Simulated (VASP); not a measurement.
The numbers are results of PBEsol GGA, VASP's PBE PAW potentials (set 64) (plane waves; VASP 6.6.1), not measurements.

A VASP calculation is set up with these files.

**KPOINTS**
```
Automatic
0
Gamma
 4 4 1
```

INCAR:
```
! general
SYSTEM  = Cs(111) slab
PREC    = Normal
ENCUT   = 400   ! plane-wave cut-off (eV)
LREAL   = .False.   ! projection in real space or not
LASPH   = .True.   ! aspherical one-centre terms

! electronic loop
EDIFF   = 1E-6   ! SCF stop (eV)
NELM    = 100   ! most electronic steps
NELMIN  = 4
ALGO    = Normal   ! blocked Davidson
LMAXMIX = 4

! smearing
ISMEAR  = 1   ! Methfessel-Paxton
SIGMA   = 0.1   ! width (eV)

! functional
GGA     = PS   ! PBEsol

! output
LWAVE   = .False.
LCHARG  = .False.
LORBIT  = 11   ! lm-projected
LVHAR   = .True.

! other
LDIPOL  = .True.
IDIPOL  = 3
DIPOL   = 0.5 0.5 0.5
```

POSCAR:
```
Cs(111) slab
1
    8.4913581198     0.0000000000     0.0000000000
   -4.2456785677     7.3537318947     0.0000000000
    0.0000000000     0.0000000000    25.1644111227
Cs
6
Direct
  0.3333330000   0.6666670000   0.3377995019
  0.0000000000   0.0000000000   0.4012742352
  0.6666670000   0.3333330000   0.4578646258
  0.3333330000   0.6666670000   0.5421353742
  0.0000000000   0.0000000000   0.5987257648
  0.6666670000   0.3333330000   0.6622004981
```

POTCAR, in this order: Cs_sv (PBE.64 set). Program: vasp_std. Read from the step before: WAVECAR.

Unless said otherwise, spin-orbit coupling is left out, though it shifts the bands of the heavy elements here.

Task: Predict the energy per atom (σ→0), band gap (on the k-mesh).

Result: 
| Item | Value |
|---|---|
| energy per atom (σ→0) | -0.823 eV/atom |
| band gap (on the k-mesh) | none (metal, semimetal or under 0.01 eV) |

### OSZICAR
```
       N       E                     dE             d eps       ncg     rms          rms(c)
DAV:   1    -0.494164730678E+01   -0.49416E+01   -0.23425E-04   272   0.341E-02    0.682E-03
DAV:   2    -0.494163920744E+01    0.80993E-05   -0.27353E-05   288   0.163E-02    0.357E-03
DAV:   3    -0.494163717204E+01    0.20354E-05   -0.10643E-05   304   0.865E-03    0.144E-03
DAV:   4    -0.494163732070E+01   -0.14865E-06   -0.65119E-07   192   0.298E-03
   1 F= -.49416373E+01 E0= -.49408800E+01  d E =-.227204E-02
```

The cell is a thin slab with vacuum, built from Cs (bcc): (111) face.
